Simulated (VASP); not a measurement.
All values below come from HSE06 screened hybrid, VASP's PBE PAW potentials (set 64) (plane waves; VASP).

The input files of a VASP run:

File KPOINTS:
```
K-points
0
G
  1 1 1
0 0 0
```

### POSCAR
```
NSi64
10.9370750
  0.9999999726   0.0000000000   0.0000000000
  0.0000000000   0.9999999726   0.0000000000
  0.0000000000   0.0000000000   0.9999999726
Si N
64 1
Cart
  0.4987898030   0.0018614990   0.0031000685
  0.6176970747   0.1319689584   0.1338323750
  0.7478359430   0.2510515062   0.0032739704
  0.8784367209   0.3752282665   0.1223887564
  0.7466990008   0.0028320083   0.2508061221
  0.8765494630   0.1247585905   0.3745052817
  0.9969947749   0.0014327826   0.9973108580
  0.1233039156   0.1233458852   0.1236151561
  0.2500104558   0.2497067282   0.0018054119
  0.3733076597   0.3763972196   0.1272000254
  0.5000535581   0.4996868612   0.0020436875
  0.6265896339   0.6264860643   0.1234862219
  0.7484670064   0.7527545556   0.9971892961
  0.8720430879   0.8776758732   0.1244530251
  0.2431280828   0.9884628229   0.2433125924
  0.3671662491   0.1038982538   0.3663530271
  0.4848074294   0.2649761847   0.2752392193
  0.6460206043   0.3826925463   0.3659774184
  0.7614796087   0.5068938230   0.2433000450
  0.8787892830   0.6269719674   0.3755120533
  0.4976877741   0.9969224941   0.4978120462
  0.6188101623   0.1309501550   0.6189773771
  0.7527239351   0.2520359499   0.4977414852
  0.8766018335   0.3751745116   0.6251769818
  0.7448802008   0.0049114124   0.7450015196
  0.8722153001   0.1265378313   0.8722868842
  0.9975459189   0.5010380855   0.9972077355
  0.1205002516   0.6292617026   0.1207183730
  0.2488980671   0.7523487483   0.9976012666
  0.3749771897   0.8713794163   0.1225949314
  0.0015004399   0.2503312621   0.2497543925
  0.1273084440   0.3767586584   0.3730143376
  0.2445549575   0.5050761759   0.2441376055
  0.3729759089   0.6221538511   0.3728633379
  0.4996075486   0.7479580082   0.2498337709
  0.6250471693   0.8729404462   0.3746443945
  0.0037326621   0.0020964613   0.4986568768
  0.1342630719   0.1321338642   0.6177448998
  0.2760285707   0.2654311289   0.4837697523
  0.3664295163   0.3836506674   0.6452446934
  0.4845050501   0.4736117130   0.4836222509
  0.6173784522   0.6151253724   0.6175809274
  0.7476052180   0.7459737092   0.4989352130
  0.8720053497   0.8778227429   0.6229094274
  0.2506776522   0.0027330765   0.7467704751
  0.3746439760   0.1246843297   0.8763064165
  0.4974336977   0.2524896312   0.7524848264
  0.6251602606   0.3752007513   0.8764770840
  0.7469294663   0.4991431757   0.7468188720
  0.8719767085   0.6259503645   0.8718549417
  0.9975522101   0.7522318006   0.2495323360
  0.1230968163   0.8709297729   0.3754250737
  0.0021313187   0.4997481749   0.5001499104
  0.1232484301   0.6265405519   0.6270402212
  0.2501151298   0.7474347805   0.5000603648
  0.3746260930   0.8728808879   0.6251765367
  0.0035472025   0.2509967566   0.7478456294
  0.1228546815   0.3746790007   0.8787090562
  0.2431688838   0.5067834770   0.7616104657
  0.3750773802   0.6269444657   0.8791137395
  0.4986065102   0.7458324622   0.7478640789
  0.6231949117   0.8773070534   0.8719959021
  0.9968065970   0.7532337756   0.7483279621
  0.1239686454   0.8778862907   0.8721000919
  0.4282131940   0.3216388234   0.4275230367
```

INCAR:
```
AEXX  =  0.25
ALGO  =  Normal
EDIFF  =  1E-5
ENCUT  =  400
GGA  =  PE
HFSCREEN  =  0.2
ISIF  =  0
ISMEAR  =  0
ISYM  =  0
LASPH  =  T
LCHARG  =  F
LHFCALC  =  T
LREAL  =  Auto
LWAVE  =  F
NELECT  =  262.0
NELM  =  50
NELMIN  =  4
PREC  =  Normal
PRECFOCK  =  Fast
SIGMA  =  0.05
SYSTEM  =  NSi64
```

POTCAR, in this order: Si N (PBE.64 set). Program: vasp_gam. Read from the step before: WAVECAR.

The resulting files:

### OUTCAR
```
 ion  position               nearest neighbor table
   1  0.499  0.002  0.003-  46 2.36  30 2.36   2 2.40  62 2.40
   2  0.618  0.132  0.134-   5 2.37   1 2.40   3 2.40  17 2.57
   3  0.748  0.251  0.003-  48 2.36   4 2.36  26 2.40   2 2.40
   4  0.878  0.375  0.122-  19 2.34  27 2.34   3 2.36  31 2.37
   5  0.747  0.003  0.251-   2 2.37  36 2.37   6 2.37  14 2.38
   6  0.877  0.125  0.375-  37 2.36  23 2.36  31 2.37   5 2.37
   7  0.997  0.001  0.997-   8 2.37  26 2.37  64 2.37  14 2.37
   8  0.123  0.123  0.124-   7 2.37   9 2.37  31 2.37  15 2.37
   9  0.250  0.250  0.002-   8 2.37  46 2.37  58 2.37  10 2.37
  10  0.373  0.376  0.127-  17 2.37  33 2.37  11 2.37   9 2.37
  11  0.500  0.500  0.002-  12 2.37  48 2.37  60 2.37  10 2.37
  12  0.627  0.626  0.123-  13 2.36  11 2.37  35 2.37  19 2.37
  13  0.748  0.753  0.997-  12 2.36  62 2.37  50 2.37  14 2.37
  14  0.872  0.878  0.124-  13 2.37   7 2.37  51 2.37   5 2.38
  15  0.243  0.988  0.243-  16 2.29  30 2.34  52 2.34   8 2.37
  16  0.367  0.104  0.366-  15 2.29  21 2.34  17 2.40  39 2.40
  17  0.485  0.265  0.275-  65 1.88  10 2.37  18 2.40  16 2.40   2 2.57
  18  0.646  0.383  0.366-  19 2.29  23 2.34  17 2.40  41 2.40
  19  0.761  0.507  0.243-  18 2.29   4 2.34  20 2.34  12 2.37
  20  0.879  0.627  0.376-  19 2.34  51 2.34  43 2.36  53 2.37
  21  0.498  0.997  0.498-  16 2.34  56 2.36  36 2.37  22 2.38
  22  0.619  0.131  0.619-  23 2.38  21 2.38  47 2.38  25 2.39
  23  0.753  0.252  0.498-  18 2.34   6 2.36  24 2.36  22 2.38
  24  0.877  0.375  0.625-  57 2.36  23 2.36  53 2.37  49 2.37
  25  0.745  0.005  0.745-  26 2.38  62 2.38  44 2.38  22 2.39
  26  0.872  0.127  0.872-   7 2.37  25 2.38   3 2.40  57 2.40
  27  0.998  0.501  0.997-   4 2.34  58 2.34  28 2.37  50 2.37
  28  0.121  0.629  0.121-  33 2.35  29 2.37  27 2.37  51 2.37
  29  0.249  0.752  0.998-  60 2.34  30 2.34  28 2.37  64 2.37
  30  0.375  0.871  0.123-  15 2.34  29 2.34   1 2.36  35 2.37
  31  0.002  0.250  0.250-   8 2.37   6 2.37   4 2.37  32 2.37
  32  0.127  0.377  0.373-  39 2.37  33 2.37  53 2.37  31 2.37
  33  0.245  0.505  0.244-  28 2.35  34 2.37  10 2.37  32 2.37
  34  0.373  0.622  0.373-  33 2.37  41 2.37  55 2.37  35 2.37
  35  0.500  0.748  0.250-  12 2.37  36 2.37  30 2.37  34 2.37
  36  0.625  0.873  0.375-  43 2.36  21 2.37  35 2.37   5 2.37
  37  0.004  0.002  0.499-   6 2.36  52 2.36  38 2.40  44 2.40
  38  0.134  0.132  0.618-  45 2.37  37 2.40  57 2.40  39 2.58
  39  0.276  0.265  0.484-  65 1.88  32 2.37  16 2.40  40 2.40  38 2.58
  40  0.366  0.384  0.645-  59 2.29  47 2.34  41 2.40  39 2.40
  41  0.485  0.474  0.484-  65 1.88  34 2.37  40 2.40  18 2.40  42 2.58
  42  0.617  0.615  0.618-  49 2.37  43 2.40  61 2.40  41 2.58
  43  0.748  0.746  0.499-  36 2.36  20 2.36  42 2.40  44 2.40
  44  0.872  0.878  0.623-  63 2.37  25 2.38  43 2.40  37 2.40
  45  0.251  0.003  0.747-  38 2.37  56 2.37  46 2.37  64 2.38
  46  0.375  0.125  0.876-   1 2.36  47 2.36   9 2.37  45 2.37
  47  0.497  0.252  0.752-  40 2.34  46 2.36  48 2.36  22 2.38
  48  0.625  0.375  0.876-   3 2.36  47 2.36  11 2.37  49 2.37
  49  0.747  0.499  0.747-  42 2.37  24 2.37  48 2.37  50 2.38
  50  0.872  0.626  0.872-  63 2.37  13 2.37  27 2.37  49 2.38
  51  0.998  0.752  0.250-  20 2.34  52 2.34  28 2.37  14 2.37
  52  0.123  0.871  0.375-  15 2.34  51 2.34  37 2.36  55 2.37
  53  0.002  0.500  0.500-  54 2.37  24 2.37  20 2.37  32 2.37
  54  0.123  0.627  0.627-  63 2.36  59 2.37  55 2.37  53 2.37
  55  0.250  0.747  0.500-  54 2.37  56 2.37  52 2.37  34 2.37
  56  0.375  0.873  0.625-  61 2.36  21 2.36  55 2.37  45 2.37
  57  0.004  0.251  0.748-  24 2.36  58 2.36  38 2.40  26 2.40
  58  0.123  0.375  0.879-  59 2.34  27 2.34  57 2.36   9 2.37
  59  0.243  0.507  0.762-  40 2.29  58 2.34  60 2.34  54 2.37
  60  0.375  0.627  0.879-  59 2.34  29 2.34  61 2.36  11 2.37
  61  0.499  0.746  0.748-  56 2.36  60 2.36  42 2.40  62 2.40
  62  0.623  0.877  0.872-  13 2.37  25 2.38   1 2.40  61 2.40
  63  0.997  0.753  0.748-  54 2.36  44 2.37  64 2.37  50 2.37
  64  0.124  0.878  0.872-  63 2.37   7 2.37  29 2.37  45 2.38
  65  0.428  0.322  0.428-  41 1.88  39 1.88  17 1.88
 Subroutine IBZKPT returns following result:
 Found      1 irreducible k-points:

 Following reciprocal coordinates:
            Coordinates               Weight
  0.000000  0.000000  0.000000      1.000000
 Subroutine IBZKPT_HF returns following result:
   k-points           NKPTS =      1   k-points in BZ     NKDIM =      1   number of bands    NBANDS=    164
   number of dos      NEDOS =    301   number of ions     NIONS =     65
...
```

OSZICAR:
```
       N       E                     dE             d eps       ncg     rms          rms(c)
DAV:   1    -0.397523447449E+03   -0.39752E+03   -0.12785E+01   328   0.810E+00    0.193E+01
DAV:   2    -0.397639783423E+03   -0.11634E+00   -0.38745E-01   360   0.133E+00    0.126E+01
DAV:   3    -0.397638776322E+03    0.10071E-02   -0.56210E-02   424   0.541E-01    0.763E+00
DAV:   4    -0.397628337959E+03    0.10438E-01   -0.72339E-02   352   0.543E-01    0.448E+00
DAV:   5    -0.397620488476E+03    0.78495E-02   -0.36260E-02   352   0.379E-01    0.254E+00
DAV:   6    -0.397620153997E+03    0.33448E-03   -0.12594E-02   356   0.207E-01    0.145E+00
DAV:   7    -0.397619754844E+03    0.39915E-03   -0.17642E-03   372   0.987E-02    0.852E-01
DAV:   8    -0.397619677945E+03    0.76898E-04   -0.30661E-03   348   0.102E-01    0.483E-01
DAV:   9    -0.397619819194E+03   -0.14125E-03   -0.16889E-03   356   0.665E-02    0.272E-01
DAV:  10    -0.397619885227E+03   -0.66033E-04   -0.11956E-03   348   0.461E-02    0.167E-01
DAV:  11    -0.397619976275E+03   -0.91048E-04   -0.15497E-03   352   0.461E-02    0.128E-01
DAV:  12    -0.397620081714E+03   -0.10544E-03   -0.21784E-03   348   0.541E-02    0.125E-01
DAV:  13    -0.397620212727E+03   -0.13101E-03   -0.30279E-03   348   0.655E-02    0.139E-01
DAV:  14    -0.397620350815E+03   -0.13809E-03   -0.39088E-03   348   0.765E-02    0.158E-01
DAV:  15    -0.397620469602E+03   -0.11879E-03   -0.47642E-03   348   0.876E-02    0.176E-01
DAV:  16    -0.397620526821E+03   -0.57219E-04   -0.53616E-03   348   0.970E-02    0.190E-01
DAV:  17    -0.397620470515E+03    0.56306E-04   -0.54651E-03   348   0.104E-01    0.196E-01
DAV:  18    -0.397620267604E+03    0.20291E-03   -0.48971E-03   348   0.105E-01    0.191E-01
DAV:  19    -0.397619939263E+03    0.32834E-03   -0.36863E-03   348   0.990E-02    0.171E-01
DAV:  20    -0.397619574664E+03    0.36460E-03   -0.21408E-03   364   0.836E-02    0.136E-01
DAV:  21    -0.397619302000E+03    0.27266E-03   -0.87212E-04   356   0.590E-02    0.885E-02
DAV:  22    -0.397619251176E+03    0.50824E-04   -0.64924E-04   356   0.301E-02    0.457E-02
DAV:  23    -0.397619482022E+03   -0.23085E-03   -0.18086E-03   356   0.246E-02    0.680E-02
DAV:  24    -0.397619930888E+03   -0.44887E-03   -0.42010E-03   364   0.579E-02    0.129E-01
DAV:  25    -0.397620405257E+03   -0.47437E-03   -0.69933E-03   356   0.930E-02    0.184E-01
DAV:  26    -0.397620726192E+03   -0.32094E-03   -0.91403E-03   348   0.120E-01    0.223E-01
DAV:  27    -0.397620839887E+03   -0.11369E-03   -0.10051E-02   348   0.135E-01    0.245E-01
DAV:  28    -0.397620805550E+03    0.34337E-04   -0.98788E-03   348   0.139E-01    0.253E-01
DAV:  29    -0.397620708552E+03    0.96998E-04   -0.91879E-03   348   0.135E-01    0.253E-01
DAV:  30    -0.397620612537E+03    0.96016E-04   -0.86261E-03   348   0.129E-01    0.251E-01
DAV:  31    -0.397620551870E+03    0.60667E-04   -0.84433E-03   348   0.124E-01    0.251E-01
DAV:  32    -0.397620542927E+03    0.89429E-05   -0.88419E-03   348   0.124E-01    0.256E-01
DAV:  33    -0.397620587691E+03   -0.44764E-04   -0.96799E-03   348   0.127E-01    0.265E-01
DAV:  34    -0.397620664473E+03   -0.76782E-04   -0.10861E-02   348   0.135E-01    0.278E-01
DAV:  35    -0.397620714784E+03   -0.50311E-04   -0.12006E-02   348   0.144E-01    0.292E-01
DAV:  36    -0.397620628226E+03    0.86558E-04   -0.12576E-02   348   0.153E-01    0.300E-01
DAV:  37    -0.397620278538E+03    0.34969E-03   -0.11968E-02   348   0.158E-01    0.297E-01
DAV:  38    -0.397619610749E+03    0.66779E-03   -0.98084E-03   348   0.155E-01    0.275E-01
DAV:  39    -0.397618753480E+03    0.85727E-03   -0.65584E-03   364   0.140E-01    0.231E-01
DAV:  40    -0.397617980530E+03    0.77295E-03   -0.30845E-03   356   0.108E-01    0.165E-01
DAV:  41    -0.397617633075E+03    0.34745E-03   -0.14674E-03   348   0.653E-02    0.904E-02
DAV:  42    -0.397617932971E+03   -0.29990E-03   -0.28974E-03   364   0.305E-02    0.781E-02
DAV:  43    -0.397618874613E+03   -0.94164E-03   -0.77764E-03   380   0.682E-02    0.166E-01
DAV:  44    -0.397620043125E+03   -0.11685E-02   -0.14449E-02   364   0.126E-01    0.257E-01
DAV:  45    -0.397620906746E+03   -0.86362E-03   -0.20090E-02   360   0.174E-01    0.323E-01
DAV:  46    -0.397621285850E+03   -0.37910E-03   -0.22767E-02   348   0.201E-01    0.359E-01
DAV:  47    -0.397621403908E+03   -0.11806E-03   -0.22954E-02   348   0.208E-01    0.375E-01
DAV:  48    -0.397621545909E+03   -0.14200E-03   -0.22468E-02   348   0.202E-01    0.383E-01
DAV:  49    -0.397621856308E+03   -0.31040E-03   -0.23219E-02   348   0.198E-01    0.396E-01
DAV:  50    -0.397622347741E+03   -0.49143E-03   -0.25825E-02   348   0.202E-01
   1 F= -.39762235E+03 E0= -.39761436E+03  d E =-.159695E-01
```

OUTCAR:
```
------------------------ aborting loop EDIFF was not reached (unconverged)  ----------------------------
  volume of cell :     1308.29
      direct lattice vectors                 reciprocal lattice vectors
    10.937074700  0.000000000  0.000000000     0.091432127  0.000000000  0.000000000
     0.000000000 10.937074700  0.000000000     0.000000000  0.091432127  0.000000000
     0.000000000  0.000000000 10.937074700     0.000000000  0.000000000  0.091432127
 POSITION                                       TOTAL-FORCE (eV/Angst)
 -----------------------------------------------------------------------------------
      5.45530      0.02036      0.03391         0.186852     -0.080099     -0.078291
      6.75580      1.44335      1.46373        -0.291196      0.211790      0.068052
      8.17914      2.74577      0.03581         0.070586     -0.140465     -0.060687
      9.60753      4.10390      1.33858        -0.055698     -0.016975     -0.005369
      8.16670      0.03097      2.74309         0.081256     -0.042555     -0.109009
      9.58689      1.36449      4.09599        -0.057670      0.012915     -0.025982
     10.90421      0.01567     10.90766        -0.000363     -0.018847     -0.001795
      1.34858      1.34904      1.35199        -0.007966     -0.010043     -0.007601
      2.73438      2.73106      0.01975         0.031089      0.032471      0.036094
      4.08289      4.11668      1.39120        -0.056404      0.002121      0.027451
      5.46912      5.46511      0.02235        -0.008111     -0.009757      0.006872
      6.85306      6.85193      1.35058         0.009636     -0.006917      0.004529
      8.18604      8.23293     10.90633         0.017147      0.003388      0.005475
      9.53760      9.59921      1.36115        -0.028244      0.010603      0.073401
      2.65911     10.81089      2.66113        -0.126111      0.003702      0.122698
      4.01572      1.13634      4.00683         0.244277      0.101889     -0.158312
      5.30238      2.89806      3.01031         0.256776     -0.292905      0.112990
      7.06558      4.18554      4.00272        -0.147806     -0.261328      0.053183
      8.32836      5.54394      2.66099        -0.067057      0.056950      0.098651
      9.61138      6.85724      4.10700        -0.039814     -0.023007     -0.067364
      5.44325     10.90342      5.44461        -0.087813     -0.021478      0.105387
      6.76797      1.43221      6.76980         0.032806     -0.012516     -0.044944
      8.23260      2.75654      5.44384        -0.009631      0.098016      0.033198
      9.58746      4.10331      6.83761        -0.040272     -0.044166     -0.034382
      8.14681      0.05372      8.14814         0.027357     -0.018885     -0.016156
      9.53948      1.38395      9.54027        -0.022801      0.030911      0.041664
     10.91023      5.47989     10.90654         0.037722      0.013897     -0.003331
      1.31792      6.88228      1.32031        -0.041629      0.004293      0.060710
      2.72222      8.22849     10.91084        -0.032259     -0.019886      0.000773
      4.10115      9.53034      1.34083         0.034161      0.025811     -0.022102
      0.01641      2.73789      2.73158        -0.026863     -0.013850     -0.009120
      1.39238      4.12064      4.07969         0.013955      0.053190      0.017475
      2.67472      5.52406      2.67015         0.085655     -0.036848     -0.069822
      4.07927      6.80454      4.07803        -0.078045     -0.002628      0.047617
      5.46425      8.18047      2.73245         0.027881      0.029544     -0.006758
      6.83619      9.54742      4.09751        -0.005197      0.034848     -0.047433
      0.04082      0.02293      5.45385         0.043163      0.041590     -0.129845
      1.46845      1.44516      6.75632        -0.099458     -0.222515      0.312614
      3.01895      2.90304      5.29103         0.261403      0.462774     -0.324238
      4.00767      4.19602      7.05709        -0.002874      0.139625     -0.116346
      5.29907      5.17993      5.28941        -0.166548     -0.205690     -0.034876
      6.75231      6.72767      6.75453        -0.001140      0.064820      0.171910
      8.17661      8.15877      5.45689        -0.010012     -0.021781     -0.048578
      9.53719      9.60081      6.81281        -0.053635      0.014435      0.093440
      2.74168      0.02989      8.16748         0.077924     -0.034195     -0.031121
      4.09751      1.36368      9.58423        -0.031177     -0.011920      0.053806
      5.44047      2.76150      8.22998         0.011565     -0.067989      0.033730
      6.83742      4.10360      9.58610         0.017678      0.055070      0.040167
      8.16922      5.45917      8.16801         0.054146     -0.016165     -0.046395
      9.53687      6.84607      9.53554        -0.049500      0.016105      0.038643
     10.91030      8.22722      2.72915         0.013742      0.014182     -0.002040
      1.34632      9.52542      4.10605         0.016709      0.002467     -0.089705
      0.02331      5.46578      5.47018        -0.017386     -0.000240     -0.007906
      1.34798      6.85252      6.85799         0.003904     -0.010069     -0.043975
      2.73553      8.17475      5.46920         0.018715     -0.010558     -0.018820
      4.09731      9.54676      6.83760         0.042195      0.000620     -0.019971
      0.03880      2.74517      8.17924         0.016993      0.066100     -0.054195
      1.34367      4.09789      9.61051         0.005444      0.002555      0.047632
      2.65956      5.54273      8.32979        -0.056974     -0.025939      0.079454
      4.10225      6.85694      9.61493         0.036186      0.010377      0.031744
      5.45330      8.15723      8.17945         0.057677      0.024797     -0.014281
      6.81593      9.59517      9.53708        -0.113268     -0.010588      0.052418
     10.90215      8.23817      8.18452         0.006412     -0.007988      0.008694
      1.35585      9.60151      9.53822        -0.067666      0.030107      0.034786
      4.68340      3.51779      4.67585         0.059575      0.046829     -0.164508
 -----------------------------------------------------------------------------------
    total drift:                               -0.006047      0.085123     -0.022769
  FREE ENERGIE OF THE ION-ELECTRON SYSTEM (eV)
  ---------------------------------------------------
  free  energy   TOTEN  =      -397.6223477407 eV

  energy  without entropy=     -397.6063782127  energy(sigma->0) =     -397.61436298

  exchange ACFDT corr.  =         0.00000000  see jH, gK, PRB 81, 115126
```
(Selected blocks of OUTCAR.)

**stdout**
```
...
DAV:  31    -0.397620551870E+03    0.60667E-04   -0.84433E-03   348   0.124E-01    0.251E-01
DAV:  32    -0.397620542927E+03    0.89429E-05   -0.88419E-03   348   0.124E-01    0.256E-01
DAV:  33    -0.397620587691E+03   -0.44764E-04   -0.96799E-03   348   0.127E-01    0.265E-01
DAV:  34    -0.397620664473E+03   -0.76782E-04   -0.10861E-02   348   0.135E-01    0.278E-01
DAV:  35    -0.397620714784E+03   -0.50311E-04   -0.12006E-02   348   0.144E-01    0.292E-01
DAV:  36    -0.397620628226E+03    0.86558E-04   -0.12576E-02   348   0.153E-01    0.300E-01
DAV:  37    -0.397620278538E+03    0.34969E-03   -0.11968E-02   348   0.158E-01    0.297E-01
DAV:  38    -0.397619610749E+03    0.66779E-03   -0.98084E-03   348   0.155E-01    0.275E-01
DAV:  39    -0.397618753480E+03    0.85727E-03   -0.65584E-03   364   0.140E-01    0.231E-01
DAV:  40    -0.397617980530E+03    0.77295E-03   -0.30845E-03   356   0.108E-01    0.165E-01
DAV:  41    -0.397617633075E+03    0.34745E-03   -0.14674E-03   348   0.653E-02    0.904E-02
DAV:  42    -0.397617932971E+03   -0.29990E-03   -0.28974E-03   364   0.305E-02    0.781E-02
DAV:  43    -0.397618874613E+03   -0.94164E-03   -0.77764E-03   380   0.682E-02    0.166E-01
DAV:  44    -0.397620043125E+03   -0.11685E-02   -0.14449E-02   364   0.126E-01    0.257E-01
DAV:  45    -0.397620906746E+03   -0.86362E-03   -0.20090E-02   360   0.174E-01    0.323E-01
DAV:  46    -0.397621285850E+03   -0.37910E-03   -0.22767E-02   348   0.201E-01    0.359E-01
DAV:  47    -0.397621403908E+03   -0.11806E-03   -0.22954E-02   348   0.208E-01    0.375E-01
DAV:  48    -0.397621545909E+03   -0.14200E-03   -0.22468E-02   348   0.202E-01    0.383E-01
DAV:  49    -0.397621856308E+03   -0.31040E-03   -0.23219E-02   348   0.198E-01    0.396E-01
DAV:  50    -0.397622347741E+03   -0.49143E-03   -0.25825E-02   348   0.202E-01

 -----------------------------------------------------------------------------
|                                                                             |
|           W    W    AA    RRRRR   N    N  II  N    N   GGGG   !!!           |
|           W    W   A  A   R    R  NN   N  II  NN   N  G    G  !!!           |
|           W    W  A    A  R    R  N N  N  II  N N  N  G       !!!           |
|           W WW W  AAAAAA  RRRRR   N  N N  II  N  N N  G  GGG   !            |
|           WW  WW  A    A  R   R   N   NN  II  N   NN  G    G                |
|           W    W  A    A  R    R  N    N  II  N    N   GGGG   !!!           |
|                                                                             |
|     The electronic self-consistency was not achieved in the given           |
|     number of steps (NELM). The forces and other quantities evaluated       |
|     might not be reliable so examine the results carefully. If you find     |
|     spurious results, we suggest increasing NELM, if you were close to      |
|     convergence or switching to a different ALGO or adjusting the           |
|     density mixing parameters otherwise.                                    |
|                                                                             |
 -----------------------------------------------------------------------------

   1 F= -.39762235E+03 E0= -.39761436E+03  d E =-.159695E-01
```

Convergence was not reached.

The cell is charged, with a uniform compensating background. The supercell is sampled at Γ alone, which is coarse: total energies, pressure and levels can be off, energies of defects by several tenths of an eV.

The cell is a supercell with a defect, built from Si (diamond): N_i, charge -1. The cell's shape comes from a PBE relaxation. The run is not spin-polarised, so no state with unpaired spins was tried.
